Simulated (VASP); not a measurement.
Write the native input for VASP 6.6.1 that does the following.

| Quantity | Value |
| --- | --- |
| Task | single point |
| Functional | RPBE |
| Potentials or basis | VASP PAW PBE potentials, release 64 (Os_sv_GW, Zr_sv_GW) |
| Cutoff | 550 eV |
| k mesh | 7 × 7 × 7 |
| Occupations | gaussian, width 0.05 eV |
| Spin | no spin polarisation |
| Further INCAR settings | ALGO = Normal; EDIFF = 1e-07 |

The structure of ZrOs3 lies in POSCAR:

```
ZrOs3
1.0
    3.9965870000      0.0000000000      0.0000000000
    0.0000000000      3.9965870000      0.0000000000
    0.0000000000      0.0000000000      3.9965870000
Os Zr
3 1
Cartesian
    0.0000000000      1.9982935000      1.9982935000
    1.9982935000      0.0000000000      1.9982935000
    1.9982935000      1.9982935000      0.0000000000
    0.0000000000      0.0000000000      0.0000000000
```

The cell comes from a database or a generator and needn't be the stable form of this composition.

The input as run:

INCAR

```
  PREC = Accurate
  ENCUT = 550
  EDIFF = 1E-7
  ISMEAR = 0
  SIGMA = 0.05
  LREAL = F
  LASPH = T
  NELM = 100
  ALGO = Normal
  ISIF = 2
  LWAVE = F
  LCHARG = F
  GGA = RP
```

KPOINTS

```
Automatic mesh
0
Gamma
  7 7 7
```

Potentials or basis: VASP PAW PBE potentials, release 64 (Os_sv_GW, Zr_sv_GW).

Run with:

```console
$ cat potpaw_PBE.64/Os_sv_GW/POTCAR potpaw_PBE.64/Zr_sv_GW/POTCAR > POTCAR
$ mpirun -np 1 vasp_std > vasp.out
```

It gave:

```
Pressure               : -0.1 GPa
Band gap on the k mesh : none (metal or under the smearing width)
```

Caveat: the PAW data sets were made with another functional, which shifts forces and pressure a little.

Run time: 47 s on 1 thread of Intel(R) Xeon(R) Platinum 8488C (Sapphire Rapids) (shared host), peak memory 0.21 GiB.
